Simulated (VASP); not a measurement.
Energy against volume of KI (rock salt). Level of theory: PW91 GGA, VASP's PBE PAW potentials (set 64) (plane waves; VASP). Settings: 520 eV cut-off, 7×7×7 Γ-centred mesh, Gaussian smearing of 0.050 eV, potentials K_sv I.

| V (Å³/atom) | E (eV/atom) |
|---|---|
| 43.537 | -2.80407 |
| 44.926 | -2.80882 |
| 46.316 | -2.81032 |
| 47.705 | -2.80911 |

Task: Fit these four points and predict the energy of the run at 49.095 Å³/atom.

Result: A cubic in V^(−2/3), the third-order Birch-Murnaghan form, passes through the four points with V0 = 46.35 Å³/atom and B0 = 10 GPa, and gives -2.8056 eV/atom there. The run gave -2.8056 eV/atom, +0.0 meV/atom from the fit; all five points give B0 = 10 GPa.

The compound is KI in the rock salt structure. It was relaxed first.
